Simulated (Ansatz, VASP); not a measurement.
# Cross-check of ScIr3C between VASP and Ansatz

One calculation is typed for both programs; each brings its own data sets. How far apart do they land? The cell is taken from a series of runs on this material, whose earlier steps may have relaxed, scaled, displaced or heated it; both programs get it as it stands.

Method: plane waves, with VASP 6.6.1 beside it; relaxation of cell and atoms at PBEsol, in Ansatz 0.2.0.

## Step 1: Starting point

The structure is tetragonal, space group P4mm (No. 99). The conventional cell has a = 3.931 Å, b = 3.931 Å, c = 6.130 Å, α = 90.00°, β = 90.00°, γ = 90.00°. Nearest to Sc lie 1 Ir at 2.32 Å. Nearest to Ir lie 2 C at 1.98 Å. Nearest to Ir lie 1 Sc at 2.32 Å. C has 4 Ir at 1.98 Å nearest. Farther neighbours are not listed.

As a file:

```cif
data_structure
_symmetry_space_group_name_H-M 'P4mm'
_symmetry_Int_Tables_number 99
_cell_length_a 3.9314
_cell_length_b 3.9314
_cell_length_c 6.1303
_cell_angle_alpha 90.000
_cell_angle_beta 90.000
_cell_angle_gamma 90.000
_cell_volume 94.75
loop_
_atom_site_label
_atom_site_type_symbol
_atom_site_symmetry_multiplicity
_atom_site_Wyckoff_symbol
_atom_site_fract_x
_atom_site_fract_y
_atom_site_fract_z
_atom_site_occupancy
Sc1 Sc 1 a 0.00000 0.00000 0.14351 1
Ir1 Ir 2 c 0.50000 0.00000 0.80808 1
Ir2 Ir 1 a 0.00000 0.00000 0.52178 1
C1 C 1 b 0.50000 0.50000 0.84193 1
```

## Step 2: VASP: relaxation of cell and atoms, PBEsol

The relaxed volume is the usual yardstick between codes: in a stiff, nearly cubic crystal its relative difference is about their pressure difference at one cell divided by the bulk modulus.

Lines of VASP's logs that name or quote its potential files are left out, and so is its time.

INCAR reads:

```
SYSTEM = ScIr3C
PREC = Accurate
ENCUT = 600
EDIFF = 1E-07
NELM = 120
ISMEAR = 1
SIGMA = 0.2
LREAL = .FALSE.
ALGO = Normal
GGA = PS
NBANDS = 27
LASPH = .TRUE.
LORBIT = 11
LWAVE = .FALSE.
LCHARG = .FALSE.
ISIF = 3
IBRION = 2
NSW = 80
EDIFFG = -0.005
GGA_COMPAT = .FALSE.
NELMIN = 4
KPAR = 2
```

POSCAR reads:

```
ScIr3C
1.0
    3.9314020000      0.0000000000      0.0000000000
    0.0000000000      3.9314020000      0.0000000000
    0.0000000000      0.0000000000      6.1302590000
Sc Ir C
1 3 1
Direct
    0.0000000000      0.0000000000      0.1435104129
    0.5000000000      0.0000000000      0.8080754826
    0.0000000000      0.0000000000      0.5217838268
    0.0000000000      0.5000000000      0.8080754826
    0.5000000000      0.5000000000      0.8419332691
```

KPOINTS reads:

```
Automatic mesh
0
Gamma
10 10 6
0 0 0
```

PAW data sets: Sc_sv, Ir and C (PBE family, release 64).

Command:

```sh
mpirun -np 2 vasp_std
```

Numbers of over 12 decimals in the logs are rounded to 6 here.

What it wrote:

```text
[banner, memory and clock lines left out]
running    2 mpi-ranks, on    1 nodes
 distrk:  each k-point on    1 cores,    2 groups
 distr:  one band on    1 cores,    1 groups

 POSCAR found type information on POSCAR ScIrC
 POSCAR found :  3 types and       5 ions
|                                                                             |
|               ----> ADVICE to this user running VASP <----                  |
|                                                                             |
|     You enforced a specific xc type in the INCAR file but a different       |
|     [... a line on the potential file left out ...]
|     I HOPE YOU KNOW WHAT YOU ARE DOING!                                     |
|                                                                             |

 LDA part: xc-table for (Slater+PW92), standard interpolation
 POSCAR, INCAR and KPOINTS ok, starting setup
 FFT: planning ... GRIDC
 FFT: planning ... GRID_SOFT
 FFT: planning ... GRID
 WAVECAR not read
 entering main loop
       N       E                     dE             d eps       ncg     rms          rms(c)
DAV:   1     0.528543659849E+03    0.52854E+03   -0.20660E+04  4536   0.174E+03
DAV:   2     0.186929808392E+02   -0.50985E+03   -0.49888E+03  4536   0.511E+02
DAV:   3    -0.419250021979E+02   -0.60618E+02   -0.58182E+02  7645   0.163E+02
DAV:   4    -0.458502719997E+02   -0.39253E+01   -0.38528E+01  7352   0.466E+01
DAV:   5    -0.459485218912E+02   -0.98250E-01   -0.97201E-01  6476   0.611E+00    0.330E+01
DAV:   6    -0.434581520855E+02    0.24904E+01   -0.21185E+01  8245   0.417E+01    0.131E+01
DAV:   7    -0.436824736442E+02   -0.22432E+00   -0.22101E+01  7602   0.356E+01    0.916E+00
DAV:   8    -0.425165610079E+02    0.11659E+01   -0.49202E+00  8216   0.233E+01    0.384E+00
DAV:   9    -0.424870492035E+02    0.29512E-01   -0.52602E-01  7024   0.556E+00    0.154E+00
DAV:  10    -0.424740910490E+02    0.12958E-01   -0.80544E-02  7584   0.233E+00    0.830E-01
DAV:  11    -0.424717881091E+02    0.23029E-02   -0.29538E-02  7792   0.146E+00    0.349E-01
DAV:  12    -0.424705641434E+02    0.12240E-02   -0.65773E-03  7245   0.663E-01    0.124E-01
DAV:  13    -0.424705937527E+02   -0.29609E-04   -0.64138E-04  5997   0.150E-01    0.332E-02
DAV:  14    -0.424705813577E+02    0.12395E-04   -0.98154E-05  7458   0.881E-02    0.106E-02
DAV:  15    -0.424705831456E+02   -0.17879E-05   -0.10738E-05  6113   0.233E-02    0.384E-03
DAV:  16    -0.424705833121E+02   -0.16648E-06   -0.83089E-07  6349   0.800E-03    0.195E-03
DAV:  17    -0.424705833371E+02   -0.25009E-07   -0.10954E-07  3620   0.376E-03
   1 F= -.42470583E+02 E0= -.42470946E+02  d E =-.424706E+02
[... from here on, the cycles between the ionic steps are left out ...]
   2 F= -.42467628E+02 E0= -.42467709E+02  d E =0.295578E-02
   6 F= -.42475101E+02 E0= -.42475394E+02  d E =-.164093E-03
   7 F= -.42475390E+02 E0= -.42475652E+02  d E =-.453353E-03
   8 F= -.42475420E+02 E0= -.42475668E+02  d E =-.483274E-03
   9 F= -.42475510E+02 E0= -.42475769E+02  d E =-.898560E-04
  10 F= -.42475596E+02 E0= -.42475877E+02  d E =-.176142E-03
  11 F= -.42475605E+02 E0= -.42475896E+02  d E =-.184817E-03
  12 F= -.42475714E+02 E0= -.42476016E+02  d E =-.109350E-03
  13 F= -.42475813E+02 E0= -.42476147E+02  d E =-.207837E-03
  14 F= -.42475820E+02 E0= -.42476155E+02  d E =-.763458E-05
 trial-energy change:   -0.000008  1 .order   -0.000008   -0.000009   -0.000006
 step:   1.3348(harm=  1.3348)  dis= 0.00072  next Energy=   -42.475826 (dE=-0.133E-04)
 bond charge predicted
       N       E                     dE             d eps       ncg     rms          rms(c)
DAV:   1    -0.424758163488E+02    0.38424E-05   -0.32134E-03  4640   0.397E-01    0.118E-02
DAV:   2    -0.424758268827E+02   -0.10534E-04   -0.12029E-04  7114   0.118E-01    0.170E-02
DAV:   3    -0.424758253429E+02    0.15398E-05   -0.83857E-06  7213   0.231E-02    0.127E-02
DAV:   4    -0.424758251904E+02    0.15249E-06   -0.26013E-07  4052   0.496E-03    0.117E-02
DAV:   5    -0.424758248170E+02    0.37340E-06   -0.18268E-06  6840   0.913E-03    0.240E-03
DAV:   6    -0.424758247359E+02    0.81081E-07   -0.41289E-07  4610   0.696E-03
  15 F= -.42475825E+02 E0= -.42476160E+02  d E =-.122137E-04
 curvature:  -0.73 expect dE=-0.879E-06 dE for cont linesearch -0.120E-06
 trial: gam= 0.00000 g(F)=  0.555E-06 g(S)=  0.652E-06 ort =-0.189E-05 (trialstep = 0.639E+00)
 search vector abs. value=  0.121E-05
 reached required accuracy - stopping structural energy minimisation
```

OUTCAR, selected parts (step 2):

```text
ion  position               nearest neighbor table
   1  0.000  0.000  0.144-   3 2.32   2 2.84   4 2.84   4 2.84   2 2.84
   2  0.500  0.000  0.808-   5 1.98   5 1.98   3 2.64   3 2.64   4 2.78   4 2.78   4 2.78   4 2.78
                             1 2.84   1 2.84
   3  0.000  0.000  0.522-   1 2.32   2 2.64   4 2.64   4 2.64   2 2.64
   4  0.000  0.500  0.808-   5 1.98   5 1.98   3 2.64   3 2.64   2 2.78   2 2.78   2 2.78   2 2.78
                             1 2.84   1 2.84
   5  0.500  0.500  0.842-   2 1.98   4 1.98   2 1.98   4 1.98

  LATTYP: Found a simple tetragonal cell.
 ALAT       =     3.9314020000
 C/A-ratio  =     1.5593060694

 Subroutine GETGRP returns: Found  8 space group operations
 (whereof  8 operations were pure point group operations)

The static configuration has the point symmetry C_4v.

 Found     84 irreducible k-points:

   k-points           NKPTS =     84   k-points in BZ     NKDIM =     84   number of bands    NBANDS=     27

   dimension x,y,z NGX =    32 NGY =   32 NGZ =   50
   dimension x,y,z NGXF=    64 NGYF=   64 NGZF=  100

   ENCUT  =  600.0 eV  44.10 Ry    6.64 a.u.   7.85  7.85 12.24*2*pi/ulx,y,z

   NELECT =      42.0000    total number of electrons

 k-points in reciprocal lattice and weights: Automatic mesh
   0.00000000  0.00000000  0.00000000       0.002
   0.10000000  0.00000000  0.00000000       0.007
   0.20000000  0.00000000  0.00000000       0.007
   0.30000000  0.00000000  0.00000000       0.007
   0.40000000  0.00000000  0.00000000       0.007
   0.50000000  0.00000000  0.00000000       0.003
   0.10000000  0.10000000  0.00000000       0.007
   0.20000000  0.10000000  0.00000000       0.013
   0.30000000  0.10000000  0.00000000       0.013
[...]
0.50000000  0.40000000  0.50000000       0.007
   0.50000000  0.50000000  0.50000000       0.002

 average (electrostatic) potential at core
       1 -45.7146       2 -53.9879       3 -52.3031       4 -53.9879       5 -51.6241

 E-fermi :   4.6041

 k-point     1 :       0.0000    0.0000    0.0000
  band No.  band energies     occupation
    ...
     18       3.9427      2.00003
     19       4.0264      2.00034
     20       4.0264      2.00034
     21       4.2351      2.02555
     22       4.3497      2.07028
     23       5.3540     -0.00000
     24       5.5993     -0.00000
     25       6.2486     -0.00000
     26       6.3943     -0.00000
     27       7.4612     -0.00000

 k-point     2 :       0.1000    0.0000    0.0000
  band No.  band energies     occupation
    ...
     18       3.9754      2.00008
     19       4.0075      2.00021
     20       4.2536      2.03265
     21       4.3153      2.06015
     22       4.6160      0.89918
     23       5.4748     -0.00000
     24       5.7286     -0.00000
     25       6.3297     -0.00000
     26       6.4910     -0.00000
     27       7.4277     -0.00000

 k-point     3 :       0.2000    0.0000    0.0000
  band No.  band energies     occupation
    ...
     17       3.5566      2.00000
     18       4.0203      2.00029
     19       4.0726      2.00112
     20       4.2619      2.03616
     21       4.3935      2.05955
     22       4.8052     -0.05143
     23       5.7776     -0.00000
     24       6.0182     -0.00000
     25       6.4721     -0.00000
     26       6.8074     -0.00000
    ...

  Total        0.0058110      0.0058110      0.0000290      0.0000000     -0.0000000      0.0000000
  in kB        0.0977247      0.0977247      0.0004884      0.0000000     -0.0000000      0.0000000
  external PRESSURE =       0.0653126 kB  Pullay stress =       0.0000000 kB

  energy-cutoff  :      600.00
  volume of cell :       95.27
      direct lattice vectors                 reciprocal lattice vectors
     3.934436644  0.000000000  0.000000000     0.254165994  0.000000000  0.000000000
     0.000000000  3.934436644 -0.000000000     0.000000000  0.254165994 -0.000000000
     0.000000000  0.000000000  6.154525767     0.000000000  0.000000000  0.162482056

 POSITION                                       TOTAL-FORCE (eV/Angst)
 -----------------------------------------------------------------------------------
      0.00000      0.00000      0.86342         0.000000      0.000000      0.001603
      1.96722      0.00000      4.96673         0.000000      0.000000      0.000696
      0.00000      0.00000      3.21369         0.000000     -0.000000     -0.002817
      0.00000      1.96722      4.96673         0.000000      0.000000      0.000696
      1.96722      1.96722      5.21236         0.000000     -0.000000     -0.000179
 -----------------------------------------------------------------------------------
    total drift:                                0.000000      0.000000     -0.000335

  FREE ENERGIE OF THE ION-ELECTRON SYSTEM (eV)
  ---------------------------------------------------
  free  energy   TOTEN  =       -42.4758247359 eV

  energy  without entropy=      -42.4768317390  energy(sigma->0) =      -42.47616040

 reached required accuracy - stopping structural energy minimisation

 total charge
# of ion       s       p       d       tot
------------------------------------------
    1        2.236   6.133   1.209   9.578
    2        0.710   0.780   7.125   8.615
    3        0.632   0.359   7.257   8.248
    4        0.710   0.780   7.125   8.615
    5        0.889   1.473   0.000   2.361
--------------------------------------------------
tot          5.176   9.524  22.717  37.417

[... 3 further parts left out ...]
```

(Part 1 of 2 ends here.)

[Lines on the potential files, build, host, timing and source positions are cut from VASP's logs without a mark.]

[Logs are printed without paths, hosts, clocks, repeated set-up lines and the standing remarks that a program may print on its own settings, such as how far it seeks lower states.]

[Hosts, paths, dates, database ids (printed as entryN), source tags and the programs' standing remarks are cut or masked in the printed files.]
